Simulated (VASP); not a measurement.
Input:

```xyz
2
Lattice="1.3576 -2.3514 0.0000 1.3576 2.3514 0.0000 0.0000 0.0000 4.3504" Properties=species:S:1:pos:R:3 pbc="T T T"
Tc     1.3576     0.7838     1.0876
Tc     1.3576    -0.7838     3.2628
```

The numbers are results of AM05 GGA, VASP's PBE PAW potentials (set 64) (plane waves; VASP), not measurements. Settings: 520 eV cut-off, Gaussian smearing of 0.050 eV, potentials Tc_pv.

Task: Give the energies of bands 7 to 16 at the high-symmetry points, in eV from the Fermi level.

Result: 
```json
[
 {"band": "7", "Γ": "-7.49", "M": "-5.58", "K": "-4.98", "A": "-5.52", "L": "-5.51", "H": "-3.98"},
 {"band": "8", "Γ": "-5.62", "M": "-4.92", "K": "-3.48", "A": "-5.52", "L": "-5.51", "H": "-3.98"},
 {"band": "9", "Γ": "-1.60", "M": "-4.74", "K": "-3.48", "A": "-1.93", "L": "-3.83", "H": "-3.41"},
 {"band": "10", "Γ": "-1.60", "M": "-1.98", "K": "-3.00", "A": "-1.93", "L": "-3.83", "H": "-3.41"},
 {"band": "11", "Γ": "-1.52", "M": "-1.16", "K": "-1.94", "A": "-1.74", "L": "0.15", "H": "-1.81"},
 {"band": "12", "Γ": "-0.84", "M": "-0.94", "K": "-1.94", "A": "-1.74", "L": "0.15", "H": "-1.81"},
 {"band": "13", "Γ": "-0.84", "M": "-0.48", "K": "-0.02", "A": "-1.74", "L": "1.49", "H": "-0.09"},
 {"band": "14", "Γ": "-0.12", "M": "3.10", "K": "2.44", "A": "-1.74", "L": "1.49", "H": "-0.09"},
 {"band": "15", "Γ": "-0.12", "M": "3.52", "K": "2.44", "A": "1.98", "L": "3.37", "H": "2.75"},
 {"band": "16", "Γ": "1.73", "M": "3.55", "K": "2.87", "A": "1.98", "L": "3.37", "H": "2.75"}
]
```

It has no gap at this level: it comes out as a metal or semimetal.

The compound is Tc in the hcp structure. It was relaxed first.
